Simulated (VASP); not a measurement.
Data:

```yaml
crystal:
  lattice:
    - [1.51380, -2.62197, 0.00000]
    - [1.51380, 2.62197, 0.00000]
    - [0.00000, 0.00000, 3.24036]
  atoms:
    - { symbol: Ti, position: [0.00000, 0.00000, 0.00000] }
    - { symbol: B, position: [0.33333, 0.66667, 0.50000] }
    - { symbol: B, position: [0.66667, 0.33333, 0.50000] }
```

Calculation: optB88-vdW, VASP's PBE PAW potentials (set 64) (plane waves; VASP). Run with 520 eV cut-off, Gaussian smearing of 0.050 eV, potentials Ti_sv B.

Problem. What does the run give for the band gap (along the path) with the smallest direct gap where there is one?

Solution. 
```yaml
band gap (along the path): none (metal, semimetal or under 0.01 eV)
```

The compound is TiB2 in the AlB2 type structure. It was relaxed first.
